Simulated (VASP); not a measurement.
Data:

```yaml
crystal:
  lattice:
    - [2.00162, 1.15563, 6.06834]
    - [-2.00162, 1.15563, 6.06834]
    - [0.00000, -2.31127, 6.06834]
  atoms:
    - { symbol: Te, position: [0.00000, 0.00000, 0.00000] }
    - { symbol: Se, position: [0.25200, 0.25200, 0.25200] }
    - { symbol: Se, position: [0.74800, 0.74800, 0.74800] }
```

The numbers are results of PBE GGA, VASP's PBE PAW potentials (set 64) (plane waves; VASP), not measurements. Settings: 300 eV cut-off, 5×5×5 Γ-centred mesh, Gaussian smearing of 0.14 eV, potentials Te Se.

### Question
Give the force on each atom (eV/Å).

### Answer

```csv
atom,Fx,Fy,Fz
Te1,0.000,0.000,0.000
Se2,0.000,0.000,-1.290
Se3,0.000,0.000,1.290
```

### Question
Give the stress tensor in GPa (positive for a compressed cell).

### Answer

```
5.52  0.00  0.00
0.00  5.52  0.00
0.00  0.00  7.80
```
The pressure is its mean diagonal, 6.28 GPa.

The structure was generated: TeSe2 was put into an ordered model structure, which need not be its known phase. The cell was not relaxed at this level. The k-mesh is coarse (spacing up to 0.37 per Å, 2π included), so the numbers may not be converged in it.
